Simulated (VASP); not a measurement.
Level of theory: PBE GGA, VASP's PBE PAW potentials (set 64) (plane waves; VASP).

The input files of a VASP run:

### KPOINTS
```
Automatic mesh
0
Gamma
12 12 12
0 0 0
```

INCAR:
```
! general
SYSTEM   =  CoAl
PREC     =  Accurate
ENCUT    =  530
LREAL    =  F   ! projection in real space or not
LASPH    =  T   ! aspherical one-centre terms

! electronic loop
EDIFF    =  1E-7   ! SCF stop (eV)
NELM     =  100
ALGO     =  Normal
LMAXMIX  =  4   ! l cut-off of mixed one-centre charges

! smearing
ISMEAR   =  1   ! Methfessel-Paxton
SIGMA    =  0.1

! functional
GGA      =  PE   ! PBE

! ions
IBRION   =  6   ! finite differences
NSW      =  1   ! most ionic steps
ISIF     =  3   ! ions, shape and volume
POTIM    =  0.015   ! step
NFREE    =  2

! output
LWAVE    =  F
LCHARG   =  F
```

File POSCAR:
```
CoAl
1
    2.8498343040    -0.0000000000     0.0000000000
    0.0000000000     2.8498343040     0.0000000000
   -0.0000000000    -0.0000000000     2.8498343040
Al Co
1 1
Direct
  0.5000000000   0.5000000000   0.5000000000
  0.0000000000   0.0000000000   0.0000000000
```

POTCAR, in this order: Al Co (PBE.64 set). Program: vasp_std.

What VASP printed:

### OSZICAR
```
...
DAV:   1    -0.120080520564E+02   -0.22480E-01   -0.52915E-01 12188   0.670E+00    0.998E-01
DAV:   2    -0.119917173841E+02    0.16335E-01   -0.16922E-02 14820   0.189E+00    0.509E-01
DAV:   3    -0.119859254355E+02    0.57919E-02   -0.13924E-02 14552   0.142E+00    0.139E-01
DAV:   4    -0.119856460268E+02    0.27941E-03   -0.21064E-03 11958   0.670E-01    0.372E-02
DAV:   5    -0.119855734779E+02    0.72549E-04   -0.17500E-04 15074   0.222E-01    0.164E-02
DAV:   6    -0.119855718317E+02    0.16462E-05   -0.84221E-06 13688   0.339E-02    0.706E-03
DAV:   7    -0.119855721827E+02   -0.35108E-06   -0.55911E-07 14198   0.888E-03    0.448E-04
DAV:   8    -0.119855721849E+02   -0.21799E-08   -0.98569E-09  5388   0.122E-03
   9 F= -.11985572E+02 E0= -.11985529E+02  d E =-.129973E-03
       N       E                     dE             d eps       ncg     rms          rms(c)
DAV:   1    -0.119934680556E+02   -0.78959E-02   -0.49011E-01 12228   0.661E+00    0.636E-01
DAV:   2    -0.119873446097E+02    0.61234E-02   -0.79866E-03 14688   0.121E+00    0.354E-01
DAV:   3    -0.119855690880E+02    0.17755E-02   -0.89058E-03 13584   0.119E+00    0.150E-01
DAV:   4    -0.119853649395E+02    0.20415E-03   -0.23204E-03 11866   0.704E-01    0.428E-02
DAV:   5    -0.119855407547E+02   -0.17582E-03   -0.23654E-04 15606   0.250E-01    0.884E-03
DAV:   6    -0.119855693982E+02   -0.28643E-04   -0.86445E-06 15278   0.437E-02    0.370E-03
DAV:   7    -0.119855725685E+02   -0.31703E-05   -0.63267E-07 11232   0.111E-02    0.460E-04
DAV:   8    -0.119855722631E+02    0.30537E-06   -0.10255E-08  5444   0.135E-03    0.160E-04
DAV:   9    -0.119855721917E+02    0.71385E-07   -0.23251E-09  5382   0.825E-04
  10 F= -.11985572E+02 E0= -.11985529E+02  d E =-.129972E-03
       N       E                     dE             d eps       ncg     rms          rms(c)
DAV:   1    -0.120080980737E+02   -0.22526E-01   -0.55281E-01 12170   0.685E+00    0.999E-01
DAV:   2    -0.119917023637E+02    0.16396E-01   -0.16873E-02 15160   0.186E+00    0.509E-01
DAV:   3    -0.119859698231E+02    0.57325E-02   -0.14232E-02 14464   0.145E+00    0.150E-01
DAV:   4    -0.119856461725E+02    0.32365E-03   -0.23630E-03 11898   0.710E-01    0.370E-02
DAV:   5    -0.119855731209E+02    0.73052E-04   -0.17671E-04 15110   0.222E-01    0.163E-02
DAV:   6    -0.119855718289E+02    0.12920E-05   -0.74971E-06 13622   0.315E-02    0.718E-03
DAV:   7    -0.119855721846E+02   -0.35568E-06   -0.59295E-07 14120   0.950E-03    0.460E-04
DAV:   8    -0.119855721855E+02   -0.95645E-09   -0.95457E-09  5416   0.116E-03
  11 F= -.11985572E+02 E0= -.11985529E+02  d E =-.129973E-03
       N       E                     dE             d eps       ncg     rms          rms(c)
DAV:   1    -0.119775671689E+02    0.80050E-02   -0.49522E-01 12262   0.655E+00    0.637E-01
DAV:   2    -0.119773721139E+02    0.19505E-03   -0.82050E-03 14930   0.126E+00    0.357E-01
DAV:   3    -0.119833976399E+02   -0.60255E-02   -0.12707E-02 12194   0.154E+00    0.238E-01
DAV:   4    -0.119839438344E+02   -0.54619E-03   -0.54617E-03 11880   0.109E+00    0.432E-02
DAV:   5    -0.119853743404E+02   -0.14305E-02   -0.25876E-04 15544   0.248E-01    0.958E-03
DAV:   6    -0.119855524697E+02   -0.17813E-03   -0.81527E-06 15334   0.432E-02    0.430E-03
DAV:   7    -0.119855740636E+02   -0.21594E-04   -0.71433E-07 11412   0.122E-02    0.623E-04
DAV:   8    -0.119855725635E+02    0.15001E-05   -0.11741E-08  5454   0.157E-03    0.205E-04
DAV:   9    -0.119855721932E+02    0.37024E-06   -0.23489E-09  5374   0.828E-04    0.244E-05
DAV:  10    -0.119855722131E+02   -0.19914E-07   -0.63601E-10  5326   0.334E-04
  12 F= -.11985572E+02 E0= -.11985529E+02  d E =-.129974E-03
       N       E                     dE             d eps       ncg     rms          rms(c)
DAV:   1    -0.120080461655E+02   -0.22474E-01   -0.54179E-01 12302   0.687E+00    0.998E-01
DAV:   2    -0.119917103531E+02    0.16336E-01   -0.17079E-02 15024   0.189E+00    0.509E-01
DAV:   3    -0.119858769742E+02    0.58334E-02   -0.13503E-02 14824   0.138E+00    0.127E-01
DAV:   4    -0.119856457756E+02    0.23120E-03   -0.18048E-03 11958   0.618E-01    0.374E-02
DAV:   5    -0.119855733298E+02    0.72446E-04   -0.17472E-04 15056   0.222E-01    0.165E-02
DAV:   6    -0.119855718536E+02    0.14762E-05   -0.83990E-06 13128   0.336E-02    0.699E-03
DAV:   7    -0.119855721833E+02   -0.32965E-06   -0.60890E-07 14312   0.970E-03    0.416E-04
DAV:   8    -0.119855721849E+02   -0.15947E-08   -0.93257E-09  5432   0.115E-03
  13 F= -.11985572E+02 E0= -.11985529E+02  d E =-.129974E-03
       N       E                     dE             d eps       ncg     rms          rms(c)
DAV:   1    -0.119741720899E+02    0.11400E-01   -0.25727E-01  4562   0.514E+00    0.397E-01
DAV:   2    -0.119777937092E+02   -0.36216E-02   -0.39777E-03  5202   0.848E-01    0.249E-01
DAV:   3    -0.119848199071E+02   -0.70262E-02   -0.81866E-03  4662   0.127E+00    0.208E-01
DAV:   4    -0.119869010129E+02   -0.20811E-02   -0.41569E-03  4520   0.941E-01    0.134E-02
DAV:   5    -0.119870355682E+02   -0.13456E-03   -0.48811E-05  4628   0.723E-02    0.528E-03
DAV:   6    -0.119870771990E+02   -0.41631E-04   -0.17481E-06  5096   0.124E-02    0.237E-03
DAV:   7    -0.119870763364E+02    0.86261E-06   -0.10883E-07  2364   0.500E-03    0.752E-04
DAV:   8    -0.119870747252E+02    0.16111E-05   -0.29101E-08  2106   0.274E-03    0.898E-05
DAV:   9    -0.119870747368E+02   -0.11513E-07   -0.42265E-09  2078   0.923E-04
  14 F= -.11987075E+02 E0= -.11987033E+02  d E =-.125042E-03
       N       E                     dE             d eps       ncg     rms          rms(c)
DAV:   1    -0.119872994686E+02   -0.22474E-03   -0.71369E-02  3926   0.207E+00    0.932E-02
DAV:   2    -0.119871366694E+02    0.16280E-03   -0.15353E-03  4996   0.422E-01    0.479E-02
DAV:   3    -0.119870728698E+02    0.63800E-04   -0.24036E-04  4214   0.105E-01    0.130E-02
DAV:   4    -0.119870752172E+02   -0.23474E-05   -0.20924E-05  4530   0.579E-02    0.104E-02
DAV:   5    -0.119870746027E+02    0.61446E-06   -0.75974E-06  4592   0.410E-02    0.523E-03
DAV:   6    -0.119870747318E+02   -0.12908E-06   -0.49541E-07  3942   0.101E-02    0.838E-04
DAV:   7    -0.119870747311E+02    0.74613E-09   -0.20302E-08  2092   0.216E-03
  15 F= -.11987075E+02 E0= -.11987033E+02  d E =-.125039E-03
       N       E                     dE             d eps       ncg     rms          rms(c)
DAV:   1    -0.119864861570E+02    0.58857E-03   -0.88898E-01  4028   0.780E+00    0.113E-01
DAV:   2    -0.119872305253E+02   -0.74437E-03   -0.82852E-03  4726   0.132E+00    0.103E-01
DAV:   3    -0.119871441084E+02    0.86417E-04   -0.59989E-04  4738   0.336E-01    0.671E-02
DAV:   4    -0.119870916356E+02    0.52473E-04   -0.32516E-04  4230   0.177E-01    0.300E-02
DAV:   5    -0.119870765337E+02    0.15102E-04   -0.57774E-05  4522   0.106E-01    0.739E-03
DAV:   6    -0.119870751955E+02    0.13383E-05   -0.63045E-06  5072   0.268E-02    0.837E-04
DAV:   7    -0.119870751995E+02   -0.39942E-08   -0.11808E-07  2616   0.377E-03
  16 F= -.11987075E+02 E0= -.11987034E+02  d E =-.125057E-03
       N       E                     dE             d eps       ncg     rms          rms(c)
DAV:   1    -0.119857041830E+02    0.13710E-02   -0.24299E+00  4064   0.128E+01    0.235E-01
DAV:   2    -0.119876064267E+02   -0.19022E-02   -0.23462E-02  4826   0.215E+00    0.200E-01
DAV:   3    -0.119872948811E+02    0.31155E-03   -0.30026E-03  4592   0.774E-01    0.133E-01
DAV:   4    -0.119871007543E+02    0.19413E-03   -0.42338E-04  4312   0.192E-01    0.449E-02
DAV:   5    -0.119870754096E+02    0.25345E-04   -0.14405E-04  4656   0.168E-01    0.768E-03
DAV:   6    -0.119870752055E+02    0.20404E-06   -0.44591E-06  5760   0.253E-02    0.174E-03
DAV:   7    -0.119870751919E+02    0.13647E-07   -0.50114E-08  2298   0.278E-03
  17 F= -.11987075E+02 E0= -.11987034E+02  d E =-.125027E-03
```

OUTCAR:
```
------------------------ aborting loop because EDIFF is reached ----------------------------------------
  FORCE on cell =-STRESS in cart. coord.  units (eV):
  Direction    XX          YY          ZZ          XY          YZ          ZX
  --------------------------------------------------------------------------------------
  Total        0.0462100      0.0480364      0.0480364      0.0000000      0.0000000      0.0000000
  in kB        3.1988054      3.3252363      3.3252363      0.0000000      0.0000000      0.0000000
  external PRESSURE =       3.2830927 kB  Pullay stress =       0.0000000 kB
  volume of cell :       23.15
      direct lattice vectors                 reciprocal lattice vectors
     2.849834304  0.000000000  0.000000000     0.350897594  0.000000000  0.000000000
     0.000000000  2.849834304  0.000000000     0.000000000  0.350897594  0.000000000
     0.000000000  0.000000000  2.849834304     0.000000000  0.000000000  0.350897594
 POSITION                                       TOTAL-FORCE (eV/Angst)
 -----------------------------------------------------------------------------------
      1.42492      1.42492      1.42492        -0.110012      0.000000      0.000000
     -0.01500      0.00000      0.00000         0.110012      0.000000     -0.000000
 -----------------------------------------------------------------------------------
    total drift:                                0.000095      0.000000     -0.000003
  FREE ENERGIE OF THE ION-ELECTRON SYSTEM (eV)
  ---------------------------------------------------
  free  energy   TOTEN  =       -11.9870751919 eV

  energy  without entropy=      -11.9869501650  energy(sigma->0) =      -11.98703352

   1 f  =    9.838400 THz    61.816489 2PiTHz  328.173692 cm-1    40.688334 meV
             X         Y         Z           dx          dy          dz
      1.424917  1.424917  1.424917    -0.000000   -0.000000   -0.828059
      0.000000  0.000000  0.000000    -0.000000    0.000000    0.560642

   2 f  =    9.838400 THz    61.816489 2PiTHz  328.173692 cm-1    40.688334 meV
             X         Y         Z           dx          dy          dz
      1.424917  1.424917  1.424917     0.828059    0.000000   -0.000000
      0.000000  0.000000  0.000000    -0.560642   -0.000000    0.000000

   3 f  =    9.838400 THz    61.816489 2PiTHz  328.173692 cm-1    40.688334 meV
             X         Y         Z           dx          dy          dz
      1.424917  1.424917  1.424917     0.000000   -0.828059    0.000000
      0.000000  0.000000  0.000000     0.000000    0.560642    0.000000

   4 f/i=    0.002888 THz     0.018144 2PiTHz    0.096326 cm-1     0.011943 meV
             X         Y         Z           dx          dy          dz
      1.424917  1.424917  1.424917    -0.020216    0.161405    0.536525
      0.000000  0.000000  0.000000    -0.029859    0.238392    0.792438

   5 f/i=    0.002888 THz     0.018144 2PiTHz    0.096326 cm-1     0.011943 meV
             X         Y         Z           dx          dy          dz
      1.424917  1.424917  1.424917    -0.552644    0.082575   -0.045665
      0.000000  0.000000  0.000000    -0.816246    0.121962   -0.067446

   6 f/i=    0.002888 THz     0.018144 2PiTHz    0.096326 cm-1     0.011943 meV
             X         Y         Z           dx          dy          dz
      1.424917  1.424917  1.424917     0.092170    0.530518   -0.156124
      0.000000  0.000000  0.000000     0.136133    0.783566   -0.230593

 ELASTIC MODULI CONTR FROM IONIC RELAXATION (kBar)
 Direction    XX          YY          ZZ          XY          YZ          ZX
 --------------------------------------------------------------------------------
 XX           0.0000      0.0000      0.0000      0.0000      0.0000      0.0000
 YY           0.0000      0.0000      0.0000      0.0000      0.0000      0.0000
 ZZ           0.0000      0.0000      0.0000      0.0000      0.0000      0.0000
 XY           0.0000      0.0000      0.0000      0.0000      0.0000      0.0000
 YZ           0.0000      0.0000      0.0000      0.0000      0.0000      0.0000
 ZX           0.0000      0.0000      0.0000      0.0000      0.0000      0.0000
 --------------------------------------------------------------------------------

 TOTAL ELASTIC MODULI (kBar)
 Direction    XX          YY          ZZ          XY          YZ          ZX
 --------------------------------------------------------------------------------
 XX        2910.8668   1241.0900   1241.0900     -0.0000      0.0000      0.0000
 YY        1241.0900   2910.8668   1241.0900     -0.0000     -0.0000     -0.0000
 ZZ        1241.0900   1241.0900   2910.8668      0.0000      0.0000      0.0000
 XY          -0.0000     -0.0000      0.0000   1430.8899      0.0000      0.0000
 YZ           0.0000     -0.0000      0.0000      0.0000   1430.8899      0.0000
 ZX           0.0000     -0.0000      0.0000      0.0000      0.0000   1430.8899
 --------------------------------------------------------------------------------
```
(Selected blocks of OUTCAR.)

Finite-difference elastic constants of metals are sensitive to mesh and smearing; shear constants can be off by tens of GPa.

The compound is CoAl in the CsCl type structure. It was relaxed first. The run is not spin-polarised, so no magnetic state was tried.
